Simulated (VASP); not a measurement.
Input for VASP

INCAR:
```
SYSTEM=Ta
PREC=Accurate; ENCUT=520; LREAL=.FALSE.
LASPH=.TRUE.
EDIFF=1E-7; NELM=100; ALGO=Normal
LMAXMIX=6
ISMEAR=1; SIGMA=0.1
GGA=MK; LUSE_VDW=.TRUE.; AGGAC=0.0
PARAM1=0.1234568; PARAM2=0.7114; ZAB_VDW=-1.8867
ISIF=2
LWAVE=.FALSE.; LCHARG=.FALSE.
```

POSCAR:
```
Ta
1
   -1.6167108534     1.6167108534     1.6167108534
    1.6167108534    -1.6167108534     1.6167108534
    1.6167108534     1.6167108534    -1.6167108534
Ta
1
Direct
  0.0000000000   0.0000000000   0.0000000000
```

### KPOINTS
```
Automatic mesh
0
Gamma
15 15 15
0 0 0
```

POTCAR, in this order: Ta_pv (PBE.64 set). Program: vasp_std.

Question: Translate this rev-vdW-DF2 calculation to Quantum ESPRESSO's pw.x.

Answer: One equivalent input (not run):
```
&CONTROL
  calculation = 'scf'
  pseudo_dir = './pseudo'
  outdir = './out'
  tprnfor = .true.
  tstress = .true.
/
&SYSTEM
  ibrav = 0
  nat = 1
  ntyp = 1
  ecutwfc = 58
  occupations = 'smearing'
  smearing = 'methfessel-paxton'
  degauss = 0.00735
  input_dft = 'vdw-df2-b86r'
/
&ELECTRONS
  conv_thr = 7.3e-09
  electron_maxstep = 100
/
ATOMIC_SPECIES
  Ta 180.948 Ta.upf
CELL_PARAMETERS angstrom
    -1.6167109    1.6167109    1.6167109
     1.6167109   -1.6167109    1.6167109
     1.6167109    1.6167109   -1.6167109
ATOMIC_POSITIONS crystal
  Ta   0.0000000  0.0000000  0.0000000
K_POINTS automatic
  15 15 15 0 0 0
```
The two are equivalent in intent, not identical: the potentials are each code's own (VASP's PAW set, PseudoDojo norm-conserving files in pw.x), so ENCUT and ecutwfc are chosen apart and not converted; conv_thr bounds pw.x's estimated SCF error, while EDIFF bounds the energy change between steps.

The compound is Ta in the bcc structure. This cell is one point of a volume scan, at 0.94 of the reference volume.
